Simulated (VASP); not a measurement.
A convergence study with VASP on Os (hcp): one setting is varied, all else stays as given below, so the limit is that of these other settings.

```yaml
crystal:
  lattice:
    - [1.36500, -2.36425, 0.00000]
    - [1.36500, 2.36425, 0.00000]
    - [0.00000, 0.00000, 4.32000]
  atoms:
    - { symbol: Os, position: [0.33333, 0.66667, 0.25000] }
    - { symbol: Os, position: [0.66667, 0.33333, 0.75000] }
```

These are PBE GGA, VASP's PBE PAW potentials (set 64) (plane waves; VASP) values and carry that method's errors. The tightest run used: 550 eV cut-off, 25×25×15 Γ-centred mesh, tetrahedra with Blöchl corrections, potentials Os.

```
setting     E (eV/atom)  pressure (GPa)  irreducible k-points
----------  -----------  --------------  --------------------
3×3×2 mesh     -10.8011           18.81                     6
4×4×2 mesh     -11.3588            6.70                     8
5×5×3 mesh     -11.1934           10.62                    10
6×6×4 mesh     -11.2069           10.66                    21
7×7×4 mesh     -11.2160           10.41                    24
8×8×5 mesh     -11.2555            9.73                    30
```

Task: These are the cheaper rows. Estimate the results at 25×25×15 mesh, and how far the last row shown lies from them.

Result: 
| quantity | tightest run | last row shown is off by |
|---|---|---|
| E (eV/atom) | -11.2397 | -0.0158 |
| pressure (GPa) | 9.99 | -0.26 |

Left out are rungs that failed or repeat a setting and relaxations that didn't move; long series are thinned to 24 rows.

The compound is Os in the hcp structure. The cell was not relaxed at this level.
